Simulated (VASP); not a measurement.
```
In3Sc
1.0
    4.49569     0.00000     0.00000
    0.00000     4.49569     0.00000
    0.00000     0.00000     4.49569
Sc In
1 3
Direct
  0.00000   0.00000   0.00000
  0.00000   0.50000   0.50000
  0.50000   0.00000   0.50000
  0.50000   0.50000   0.00000
```

Calculation: PBEsol GGA, VASP's PBE PAW potentials (set 64) (plane waves; VASP 6.6.1). Settings: 300 eV cut-off, 6×6×6 Γ-centred mesh, Fermi-Dirac smearing of 0.10 eV, potentials Sc_sv In_d.

At this cut-off the stress carries a Pulay error, which pulls relaxed volumes low. Energy and stress use the plane-wave basis of the starting cell.

### Question
The ions, cell shape and volume are relaxed. Predict the relaxed structure.

### Answer

```
In3Sc
1.0
    4.44147     0.00000     0.00000
    0.00000     4.44147     0.00000
    0.00000     0.00000     4.44147
Sc In
1 3
Direct
  0.00000   0.00000   0.00000
  0.00000   0.50000   0.50000
  0.50000   0.00000   0.50000
  0.50000   0.50000   0.00000
```
Space group Pm-3m (221), at a tolerance of 0.03 Å.

### Question
How do energy and volume change from the first to the last step?

### Answer
The energy (σ→0) changes by -6.2 meV/atom and the volume by -3.6 %, in 3 ionic steps.

| step | E(σ→0) (eV) | max force (eV/Å) | pressure (GPa) | volume (Å³) |
|---|---|---|---|---|
| 1 | -17.0551 | 0.000 | -2.23 | 90.86 |
| 2 | -17.0781 | 0.000 | 0.68 | 86.76 |
| 3 | -17.0797 | 0.000 | 0.00 | 87.62 |

The structure comes from a computed database's ScIn3 entry (Pm-3m); how it stands against other phases isn't given here. This run relaxes it. Symmetry was kept, so distortions that lower it aren't found. The run is one of a series of settings (EDIFFG = -0.01, IBRION = 2, ISIF = 3, NSW = 50 against the base run), some of them coarse on purpose.
